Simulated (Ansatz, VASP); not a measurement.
**Ti2NF2: VASP beside Ansatz**

Wanted: the spread between two codes on one cell, functional and k mesh. Of the first pair: The structure shown is the start of the Ansatz relaxation below; VASP solves that cell, so the two are compared at the walk's first step.

Program: Ansatz 0.2.0. Level of theory: plane waves, with VASP 6.6.1 beside it; single point at PBEsol. Results are calculated unless marked as measured.

### 1. Set-up

The cell holds 5 atoms: 1 N, 2 Ti and 2 F. Its edges and angles: a = 3.040 Å, b = 3.040 Å, c = 33.200 Å, α = 90.0°, β = 90.0°, γ = 120.0°. Vacuum lies along c. The height across the vacuum is the one that the program set for its solve, not the one typed.

### 2. Ansatz: relaxation, PBEsol

Ansatz runs on its default PAW (the set named soft_2) files.

The two programs are compared at the cell with which this relaxation starts, whose forces are those of its first step.

Input file input.yaml:

```yaml
crystal:
  lattice:
    - [3.04, 0.0, 0.0]
    - [-1.52, 2.63272, 0.0]
    - [0.0, 0.0, 20.0]
  atoms:
    - { symbol: "N", position: [0.0, 0.0, 0.5] }
    - { symbol: Ti, position: [0.333333, 0.666667, 0.56] }
    - { symbol: Ti, position: [0.666667, 0.333333, 0.44] }
    - { symbol: F, position: [0.666667, 0.333333, 0.6175] }
    - { symbol: F, position: [0.333333, 0.666667, 0.3825] }
  periodic: [true, true, false]
kpoints:
  mp_grid: { grid: [9, 9, 1] }
hamiltonian:
  xc: pbesol
scf:
  occupations: { method: gaussian, width: 0.1 }
output:
  forces: true
  stress: true
  eigenvalues: true
relax:
  adjacent_minimum: "off"
  f_tol: 0.05
  max_steps: 80
  cell: { stress_2d_tol: 0.02 }
```

On the command line:

```
$ ansatz run input.yaml --threads 8 --pin off --max-ram 14336MiB --backend cpu --events-out ev --progress --plain --runs-dir out
```

Numbers of over 12 decimals in the logs are rounded to 6 here.

The program printed:

```text
Warning: crystal.periodic: the lattice vector that does not repeat stood 0.000° off the slab's normal, 20.000 Å along it as the deck builds it. The run solves the slab on a vector along the normal, 33.200 Å long, with every atom where it was (on the deck's vector they left 15.30 Å outside them, and the widest stretch free of ions among them is 1.20 Å). A fractional position that the run reports is one of the run's ce [...]
[...]
SCF iter   1: F=—  HF=-6934.493236 eV  |F-HF|=—  |Δ(HF+E_count)|=         —  Δρ=1.18e-4  dr2=5.24e-6  ethr=1.05e-7  ⟨swp⟩=7.1  Hψ=3854  notcnv=0
preconditioner: auto → LDOS  [insulator: Δε(μ)=0.155 eV  Ē_g=11.229 eV  σ=0.100 eV  W_gap=0.73  n_scr=20 (ndim 8)  ℏωp=12.0 eV  f_vac=0.784  D(μ)=2.27/eV (n_scr^D=12)  ε∞_Penn≈2.1  β→1.0]
SCF iter   2: F=—  HF=-6934.493242 eV  |F-HF|=—  |Δ(HF+E_count)|=   5.59e-6  Δρ=5.95e-5  dr2=4.79e-6  ethr=1.22e-8  ⟨swp⟩=3.5  Hψ=715  notcnv=0
SCF iter   3: F=—  HF=-6934.493236 eV  |F-HF|=—  |Δ(HF+E_count)|=   6.38e-6  Δρ=1.22e-5  dr2=1.98e-7  ethr=1.11e-8  ⟨swp⟩=2.9  Hψ=563  notcnv=0
SCF iter   4: F=—  HF=-6934.493233 eV  |F-HF|=—  |Δ(HF+E_count)|=   2.98e-6  Δρ=1.36e-6  dr2=1.82e-9  ethr=4.59e-10  ⟨swp⟩=3.5  Hψ=680  notcnv=0
SCF iter   5: F=—  HF=-6934.493233 eV  |F-HF|=—  |Δ(HF+E_count)|=   4.82e-8  Δρ=3.49e-7  dr2=2.54e-10  ethr=4.24e-12  ⟨swp⟩=3.3  Hψ=775  notcnv=0
SCF iter   6: F=—  HF=-6934.493233 eV  |F-HF|=—  |Δ(HF+E_count)|=   4.78e-9  Δρ=9.96e-8  dr2=2.07e-11  ethr=1.00e-12  ⟨swp⟩=3.7  Hψ=694  notcnv=0
SCF iter   7: F=-6934.493233 eV  HF=-6934.493233 eV  |F-HF|=1.55e-11  |Δ(HF+E_count)|=  3.75e-10  Δρ=2.93e-8  dr2=1.47e-12  ethr=1.00e-12  ⟨swp⟩=12.2  Hψ=2353  notcnv=0
SCF 8 converged in 7 iterations: F = -6934.493233 eV  dr2 = 1.47e-12
relax step   8: F+E_penalty+E_count = -6934.49323276 eV  Δ(F+E_penalty+E_count) = +4.943e-3 eV  max|allowed force component| = 3.488e-4 eV/Å  Δτ_max = 0.0000 Å  P = -0.164 N/m  Ω = 258.696 Å³  fix = [c, alpha, beta]  reactions: c -0.000 N/m  stress off target by 1.64e-1 N/m on what of the cell is left free  SCF on the basis re-selected at this cell (its energy is not comparable with the rows above)  (7 SCF iters)
[...]
relax step   9: F+E_penalty+E_count = -6934.49370684 eV  Δ(F+E_penalty+E_count) = -4.741e-4 eV  max|allowed force component| = 3.263e-3 eV/Å  Δτ_max = 0.0027 Å  P = -0.012 N/m  Ω = 258.225 Å³  energy of the carried Pulay correction = +4.015e-4 eV  fix = [c, alpha, beta]  reactions: c -0.000 N/m  (4 SCF iters, dr2 threshold 3.11e-8 eV, accepted)
[...]
relax step  10: F+E_penalty+E_count = -6934.49335280 eV  Δ(F+E_penalty+E_count) = +3.540e-4 eV  max|allowed force component| = 3.127e-3 eV/Å  Δτ_max = 0.0000 Å  P = -0.019 N/m  Ω = 258.225 Å³  fix = [c, alpha, beta]  reactions: c -0.000 N/m  stress off target by 1.91e-2 N/m on what of the cell is left free  SCF on the basis re-selected at this cell (its energy is not comparable with the rows above)  (5 SCF iters)
basis re-selected at this cell: Δ(F+E_penalty+E_count) = +3.540e-4 eV, ΔP = -0.007 N/m vs the last step (what re-selecting the basis moved, of the pressure what is left beyond the Pulay correction that the steps carried, after the strain that the cell walked since its last selection, with what the two solves' SCF thresholds leave and, on support functions, any second-order correction that the steps lacked; it is no m [...]
SCF converged after 5 iterations
Free energy (F): -6934.493353 eV
Harris-Foulkes:  -6934.493353 eV  (|F-HF|=1.78e-10)
Internal energy: -6934.482826 eV  (E = F + TS)
E sigma→0 (E₀):  -6934.488089 eV
Entropy (-TS):   -0.010527 eV (-2.105 meV/atom)
Fermi energy:    -4.264879 eV
--- Per-component energies (eV) ---
  E_band       = -1087.945072
  E_kinetic    = 1095.673094
  E_local      = -141293.842756  (includes V_loc(G=0)·N_el)
  E_nonlocal   = 211.074999
  E_hartree    = 69958.754127
  E_xc         = -413.558136
  E_vxc        = -526.432946  (∫ρ·V_xc dr)
  E_paw        = -2555.004712  (= ΣΔE_a)
  E_vpaw       = -491.930205  (= ΣTr[D̂ρ^β])
  E_aug_tail   = 0.004289  (compensation charges beyond the density's cutoff)
  E_ewald      = 66062.024515
  E_core_change = 0.391753  (= ΣΔE_core)
  E_smearing   = -0.010527  (= −TS)
  E_closure    = 0.000000  (closes the sum)
  Σ components = -6934.493353   (vs F -6934.493353, Δ=0.00e0)
--- Forces (eV/Å), atoms counted from 1 ---
  atom   1  N      0.00000000     0.00000000     0.00000000
  atom   2  Ti     0.00000000    -0.00000000    -0.00312652
  atom   3  Ti    -0.00000000     0.00000000     0.00312652
  atom   4  F     -0.00000000     0.00000000    -0.00102784
  atom   5  F      0.00000000    -0.00000000     0.00102784
  max |Σ_I F_I| component: 4.63e-18 eV/Å
--- 2D stress c σ (N/m, compression-positive) ---
       -0.019138       0.000000      -0.000000
        0.000000      -0.019138       0.000000
       -0.000000       0.000000      -0.000000
  P = ½ c Tr σ = -0.0191 N/m
--- Band table (eV; the first three rows and the last of 12) ---
  k-point 0: bands = ["-62.0238", "-61.9015", "-38.8107", "-38.2395", "-38.1858", "-38.1858", "-38.1101", "-38.1101", "-29.9854", "-29.9376", "-20.8132", "-13.0017", "-11.6982", "-11.6204", "-11.6204", "-11.2407", "-11.2407", "-9.7337", "-9.2653", "-9.2653", "-4.9585", "-4.9585", "-4.4155", "-3.0213", "-3.0213", "-2.9566", "-2.9566"]
  k-point 1: bands = ["-62.0123", "-61.8965", "-38.7842", "-38.3222", "-38.2088", "-38.1839", "-38.1594", "-38.1137", "-29.9511", "-29.9144", "-20.7463", "-12.8181", "-12.0226", "-11.5822", "-11.5139", "-11.3572", "-11.2614", "-9.6760", "-9.6275", "-9.3706", "-5.2219", "-4.7413", "-4.3618", "-3.1772", "-3.0069", "-3.0047", "-2.7844"]
  k-point 2: bands = ["-61.9821", "-61.8848", "-38.7256", "-38.4975", "-38.3195", "-38.2607", "-38.1605", "-38.1288", "-29.8730", "-29.8586", "-20.5716", "-12.4247", "-12.1658", "-11.9789", "-11.5862", "-11.5200", "-11.3215", "-10.1499", "-9.7086", "-9.5550", "-5.8346", "-4.1838", "-4.0899", "-3.1034", "-3.0458", "-2.8361", "-2.4638"]
  k-point 11: bands = ["-61.8827", "-61.8827", "-38.6670", "-38.6546", "-38.6546", "-38.3811", "-38.2409", "-38.2409", "-29.7247", "-29.7247", "-20.1254", "-12.3671", "-12.3543", "-12.0507", "-12.0507", "-11.5825", "-11.5825", "-10.6205", "-10.6205", "-9.9363", "-4.4085", "-4.1896", "-4.1896", "-2.5998", "-2.5793", "-2.5793", "-1.1630"]
--- Relaxed structure (8 steps of the walk, 7 accepted, 2 SCFs on fresh bases) ---
  F+E_penalty+E_count = -6934.49335280 eV   max|allowed force component| = 3.127e-3 eV/Å   (the final SCF, on the basis selected at the relaxed cell)
  cell:  # Å, volume = 258.2248 Å³
    - [2.996847, 0, 0]
    - [-1.498424, 2.595346, 0]
    - [0, 0, 33.2]
  atoms:
    - { symbol: N, position: [0, 0, 0.301205] }
    - { symbol: Ti, position: [0.333333, 0.666667, 0.333913] }
    - { symbol: Ti, position: [0.666667, 0.333333, 0.268497] }
    - { symbol: F, position: [0.666667, 0.333333, 0.371355] }
    - { symbol: F, position: [0.333333, 0.666667, 0.231055] }
```

### 3. VASP: single point, PBEsol, start cell, pair 1

The same cell, functional, mesh and smearing now go to VASP, with its own data sets.

Lines of VASP's logs that name or quote its potential files are left out, and so is its time.

Input file INCAR:

```
SYSTEM = Ti2NF2
PREC = Accurate
ENCUT = 520
EDIFF = 1E-06
NELM = 120
ISMEAR = 0
SIGMA = 0.1
LREAL = .FALSE.
ALGO = Normal
GGA = PS
NBANDS = 27
LASPH = .TRUE.
LORBIT = 11
LWAVE = .FALSE.
LCHARG = .FALSE.
ISIF = 2
LDIPOL = .TRUE.
IDIPOL = 3
DIPOL = 0.5 0.5 0.301
LVHAR = .TRUE.
GGA_COMPAT = .FALSE.
NELMDL = -8
KPAR = 2
```

Input file POSCAR:

```
Ti2NF2
1.0
    3.0400020000      0.0000000000      0.0000000000
   -1.5200010000      2.6327190000      0.0000000000
    0.0000000000      0.0000000000     33.2000000000
N Ti F
1 2 2
Direct
    0.0000000000      0.0000000000      0.3012048193
    0.3333333333      0.6666666667      0.3373493976
    0.6666666667      0.3333333333      0.2650602410
    0.6666666667      0.3333333333      0.3719879518
    0.3333333333      0.6666666667      0.2304216867
```

Input file KPOINTS:

```
Automatic mesh
0
Gamma
9 9 1
0 0 0
```

PAW data sets: N, Ti_sv and F (PBE family, release 64).

On the command line:

```
$ mpirun -np 2 vasp_std
```

The program printed:

```text
[banner, memory and clock lines left out]
running    2 mpi-ranks, on    1 nodes
 distrk:  each k-point on    1 cores,    2 groups
 distr:  one band on    1 cores,    1 groups

 POSCAR found type information on POSCAR N TiF
 POSCAR found :  3 types and       5 ions
|                                                                             |
|               ----> ADVICE to this user running VASP <----                  |
|                                                                             |
|     You enforced a specific xc type in the INCAR file but a different       |
|     [... a line on the potential file left out ...]
|     I HOPE YOU KNOW WHAT YOU ARE DOING!                                     |
|                                                                             |

 LDA part: xc-table for (Slater+PW92), standard interpolation
 POSCAR, INCAR and KPOINTS ok, starting setup
 FFT: planning ... GRIDC
 FFT: planning ... GRID_SOFT
 FFT: planning ... GRID
 WAVECAR not read
 entering main loop
       N       E                     dE             d eps       ncg     rms          rms(c)
DAV:   1     0.516814610495E+03    0.51681E+03   -0.21481E+04   768   0.137E+03
DAV:   2     0.274217897490E+02   -0.48939E+03   -0.48214E+03   852   0.414E+02
DAV:   3    -0.435851024670E+02   -0.71007E+02   -0.70613E+02   899   0.164E+02
DAV:   4    -0.494353994128E+02   -0.58503E+01   -0.58382E+01  1136   0.443E+01
DAV:   5    -0.498356771832E+02   -0.40028E+00   -0.40022E+00   949   0.749E+00
DAV:   6    -0.498483486855E+02   -0.12672E-01   -0.12671E-01  1056   0.172E+00
DAV:   7    -0.498487354528E+02   -0.38677E-03   -0.38676E-03   944   0.230E-01
DAV:   8    -0.498487440762E+02   -0.86234E-05   -0.86200E-05  1088   0.429E-02    0.220E+01
DAV:   9    -0.420231265664E+02    0.78256E+01   -0.61145E+01   855   0.658E+01    0.798E+00
DAV:  10    -0.417733654300E+02    0.24976E+00   -0.49631E+00   861   0.167E+01    0.469E+00
DAV:  11    -0.416953886990E+02    0.77977E-01   -0.57060E-01   797   0.499E+00    0.876E-01
DAV:  12    -0.416885220987E+02    0.68666E-02   -0.10636E-01   857   0.216E+00    0.657E-01
DAV:  13    -0.416828155350E+02    0.57066E-02   -0.14575E-02   855   0.974E-01    0.234E-01
DAV:  14    -0.416802399237E+02    0.25756E-02   -0.26761E-03   845   0.359E-01    0.803E-02
[...]
DAV:  19    -0.416806755506E+02   -0.22525E-03   -0.56767E-05   757   0.446E-02    0.133E-02
DAV:  20    -0.416808339731E+02   -0.15842E-03   -0.10290E-05   636   0.255E-02    0.313E-03
DAV:  21    -0.416809944686E+02   -0.16050E-03   -0.82980E-06   667   0.128E-02    0.263E-03
DAV:  22    -0.416810521357E+02   -0.57667E-04   -0.23851E-06   613   0.659E-03    0.139E-03
DAV:  23    -0.416810842649E+02   -0.32129E-04   -0.17403E-06   621   0.461E-03    0.799E-04
DAV:  24    -0.416810911219E+02   -0.68570E-05   -0.17429E-07   437   0.189E-03    0.315E-04
DAV:  25    -0.416810944800E+02   -0.33581E-05   -0.15503E-07   412   0.167E-03    0.310E-04
DAV:  26    -0.416810953411E+02   -0.86107E-06   -0.33430E-08   360   0.112E-03
   1 F= -.41681095E+02 E0= -.41677649E+02  d E =-.689311E-02
```

From OUTCAR (step 3):

```text
ion  position               nearest neighbor table
   1  0.000  0.000  0.301-   3 2.13   2 2.13   3 2.13   2 2.13   3 2.13   2 2.13
   2  0.333  0.667  0.337-   4 2.10   4 2.10   4 2.10   1 2.13   1 2.13   1 2.13
   3  0.667  0.333  0.265-   5 2.10   5 2.10   5 2.10   1 2.13   1 2.13   1 2.13
   4  0.667  0.333  0.372-   2 2.10   2 2.10   2 2.10
   5  0.333  0.667  0.230-   3 2.10   3 2.10   3 2.10

  LATTYP: Found a hexagonal cell.
 ALAT       =     3.0400020000
 C/A-ratio  =    10.9210454467

 Subroutine GETGRP returns: Found 12 space group operations
 (whereof  6 operations were pure point group operations)

The static configuration has the point symmetry C_3v.
 The point group associated with its full space group is D_3d.

 Found     12 irreducible k-points:

   k-points           NKPTS =     12   k-points in BZ     NKDIM =     12   number of bands    NBANDS=     27

   dimension x,y,z NGX =    24 NGY =   24 NGZ =  250
   dimension x,y,z NGXF=    48 NGYF=   48 NGZF=  500

   ENCUT  =  520.0 eV  38.22 Ry    6.18 a.u.   5.65  5.65 61.73*2*pi/ulx,y,z

   NELECT =      43.0000    total number of electrons

 k-points in reciprocal lattice and weights: Automatic mesh
   0.00000000  0.00000000  0.00000000       0.012
   0.11111111 -0.00000000  0.00000000       0.074
   0.22222222  0.00000000  0.00000000       0.074
   0.33333333  0.00000000  0.00000000       0.074
   0.44444444  0.00000000  0.00000000       0.074
   0.11111111  0.11111111  0.00000000       0.074
   0.22222222  0.11111111  0.00000000       0.148
   0.33333333  0.11111111  0.00000000       0.148
   0.44444444  0.11111111  0.00000000       0.074
   0.22222222  0.22222222  0.00000000       0.074
   0.33333333  0.22222222  0.00000000       0.148
   0.33333333  0.33333333  0.00000000       0.025

 dipolmoment           0.000000      0.000000     -0.000001 electrons x Angstroem

 average (electrostatic) potential at core
       1 -71.0521       2 -82.8921       3 -82.8921       4 -83.5150       5 -83.5150

 E-fermi :  -0.9024

 k-point     1 :       0.0000    0.0000    0.0000
  band No.  band energies     occupation
    ...
     19      -5.3020      2.00000
     20      -5.3020      2.00000
     21      -1.5183      2.00000
     22      -1.5183      2.00000
     23      -1.4351      2.00000
     24      -0.2246      0.00000
     25      -0.2246      0.00000
     26      -0.0074      0.00000
     27       0.1158      0.00000

 k-point     2 :       0.1111   -0.0000    0.0000
  band No.  band energies     occupation
    ...
     19      -5.7256      2.00000
     20      -5.4115      2.00000
     21      -1.7729      2.00000
     22      -1.3125      2.00000
     23      -1.2803      2.00000
     24      -0.2871      0.00000
     25      -0.1107      0.00000
     26       0.0155      0.00000
     27       0.1793      0.00000

 k-point     3 :       0.2222    0.0000    0.0000
  band No.  band energies     occupation
    ...
     17      -8.8282      2.00000
     18      -6.4986      2.00000
     19      -6.2381      2.00000
     20      -5.6155      2.00000
     21      -2.3375      2.00000
     22      -0.8527      0.48273
     23      -0.8068      0.17646
     24      -0.3668      0.00000
     25       0.0869      0.00000
     26       0.1697      0.00000
    ...

  Total       -2.4317631     -2.4317632     -3.9062433     -0.0000000      0.0000000     -0.0000000
  in kB      -14.6627487    -14.6627492    -23.5533895     -0.0000000      0.0000000     -0.0000000
  external PRESSURE =     -17.6262958 kB  Pullay stress =       0.0000000 kB

  energy-cutoff  :      520.00
  volume of cell :      265.72
      direct lattice vectors                 reciprocal lattice vectors
     3.040002000  0.000000000  0.000000000     0.328947152  0.189917724  0.000000000
    -1.520001000  2.632719000  0.000000000     0.000000000  0.379835448  0.000000000
     0.000000000  0.000000000 33.200000000     0.000000000  0.000000000  0.030120482

 POSITION                                       TOTAL-FORCE (eV/Angst)
 -----------------------------------------------------------------------------------
      0.00000      0.00000     10.00000         0.000000      0.000000     -0.000000
     -0.00000      1.75515     11.20000         0.000000      0.000000     -3.319282
      1.52000      0.87757      8.80000        -0.000000      0.000000      3.319282
      1.52000      0.87757     12.35000        -0.000000      0.000000      0.888315
     -0.00000      1.75515      7.65000         0.000000      0.000000     -0.888315
 -----------------------------------------------------------------------------------
    total drift:                               -0.000000     -0.000000     -0.000041

  FREE ENERGIE OF THE ION-ELECTRON SYSTEM (eV)
  ---------------------------------------------------
  free  energy   TOTEN  =       -41.6810953411 eV

  energy  without entropy=      -41.6742022321  energy(sigma->0) =      -41.67764879

 vacuum level on the upper side and lower side of the slab         2.453         2.453

 total charge
# of ion       s       p       d       tot
------------------------------------------
    1        1.234   2.467   0.000   3.700
    2        2.153   6.159   1.993  10.305
    3        2.153   6.159   1.993  10.305
    4        1.734   4.363   0.000   6.097
    5        1.734   4.363   0.000   6.097
--------------------------------------------------
tot          9.008  23.510   3.985  36.504

[... 3 further parts left out ...]
```

This run has no spin polarisation, so a moment on Ti, if there is one, isn't seen. Its electron count is odd, so without a moment it is a metal by construction.

### 4. Comparison

Known differences besides the potentials themselves: Ansatz cuts the interaction across the vacuum, VASP repeats the sheet with a dipole correction; Ansatz makes its cores anew for this functional, VASP keeps those of its PBE data sets; Ansatz takes its cutoff from its data sets, VASP runs at 520 eV. Total energies have different zeros and are not compared.

Forces (eV/Å; atoms numbered as in POSCAR):

| atom | Ansatz x, y, z | VASP x, y, z |
| --- | --- | --- |
| N1 | 0.000, 0.000, 0.000 | 0.000, 0.000, 0.000 |
| Ti2 | 0.000, 0.000, -3.321 | 0.000, 0.000, -3.319 |
| Ti3 | 0.000, 0.000, 3.321 | 0.000, 0.000, 3.319 |
| F4 | 0.000, 0.000, 0.851 | 0.000, 0.000, 0.888 |
| F5 | 0.000, 0.000, -0.851 | 0.000, 0.000, -0.888 |

The forces differ by 14 meV/Å r.m.s., which is 1.1 % of the r.m.s. force of 1.255 eV/Å (both taken over all components). With vacuum in the cell, a pressure given here is an average over mostly empty space and none of the material.

### 5. Ansatz: relaxation, PBEsol

The two programs are compared at the cell with which this relaxation starts, whose forces are those of its first step.

The structure compared here is the start of the Ansatz relaxation; VASP solves that cell, so the two are compared at the walk's first step.

Input file input.yaml:

```yaml
crystal:
  lattice:
    - [2.9968474231, 0.0, 0.0]
    - [-1.4984237116, 2.5953459997, 0.0]
    - [0.0, 0.0, 33.2]
  atoms:
    - { symbol: "N", position: [0.0, 0.0, 0.3012048193] }
    - { symbol: Ti, position: [0.3333333333, 0.6666666667, 0.3339128985] }
    - { symbol: Ti, position: [0.6666666667, 0.3333333333, 0.2684967401] }
    - { symbol: F, position: [0.6666666667, 0.3333333333, 0.3713549237] }
    - { symbol: F, position: [0.3333333333, 0.6666666667, 0.2310547148] }
  periodic: [true, true, false]
kpoints:
  mp_grid: { grid: [15, 15, 1] }
hamiltonian:
  xc: pbesol
scf:
  occupations: { method: gaussian, width: 0.1 }
output:
  forces: true
  stress: true
  eigenvalues: true
  write_density: true
  write_potential: true
  elf: true
  volumetric_format: npy
relax:
  adjacent_minimum: "off"
  f_tol: 0.005
  max_steps: 80
  cell: { stress_2d_tol: 0.02 }
```

On the command line:

```
$ ansatz run input.yaml --threads 8 --pin off --max-ram 14336MiB --backend cpu --events-out ev --progress --plain --runs-dir out
```

The program printed:

```text
[...]
Crystal: 5 atoms, lattice volume = 258.225 Å³
Basis set: ecut = 420 eV, 4875 PW (Γ), exchange–correlation on 48×48×450 points (8 copies of the dense FFT grid, shifted against one another)
Bands: 27, of which v1, the nominal top of the filled ones, is band 22 counted from 1 (21 counted from 0)
Symmetry: 12 space group operations
[...]
k-points: 27 of 225
[...]
cell:  # Å, volume = 261.2765 Å³
    - [3.014504, 2.9037673659926184e-11, 0]
    - [-1.507252, 2.610637, 0]
    - [0, 0, 33.2]
  atoms:
    - { symbol: N, position: [0, 0, 0.30120481928] }
    - { symbol: Ti, position: [0.333333, 0.666667, 0.333305] }
    - { symbol: Ti, position: [0.666667, 0.333333, 0.269105] }
    - { symbol: F, position: [0.666667, 0.333333, 0.370559] }
    - { symbol: F, position: [0.333333, 0.666667, 0.231850] }
[key lines of the parts left out:]
SCF converged after 6 iterations
Free energy (F): -6934.504534 eV
Fermi energy:    -4.325171 eV
P = ½ c Tr σ = 0.0063 N/m
```

(Continued in part 2 of 2.)

[Lines on the potential files, build, host, timing and source positions are cut from VASP's logs without a mark.]

[Logs are printed without paths, hosts, clocks, repeated set-up lines and the standing remarks that a program may print on its own settings, such as how far it seeks lower states.]

[Hosts, paths, dates, database ids (printed as entryN), source tags and the programs' standing remarks are cut or masked in the printed files.]
